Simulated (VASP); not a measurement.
```
CELL_PARAMETERS angstrom
      1.96579    -3.40484     0.00000
      1.96579     3.40484     0.00000
      0.00000     0.00000     5.10968
ATOMIC_POSITIONS crystal
  Ni 0.00000 0.00000 0.50000
  Ni 0.00000 0.00000 0.00000
  Sb 0.33333 0.66667 0.25000
  Sb 0.66667 0.33333 0.75000
```

The numbers are results of PBE GGA, VASP's PBE PAW potentials (set 64) (plane waves; VASP), not measurements. Numerical set-up: 480 eV cut-off, 8×8×6 Γ-centred mesh, first-order Methfessel-Paxton smearing of 0.10 eV, potentials Ni Sb.

Question: Give the stress tensor in GPa (positive for a compressed cell).

Answer: 
```
3.78  0.00  0.00
0.00  3.78  0.00
0.00  0.00  3.76
```
The pressure is its mean diagonal, 3.78 GPa.

The compound is NiSb in the NiAs type structure. This cell was strained or had an atom moved on purpose. The run is not spin-polarised, so no magnetic state was tried.
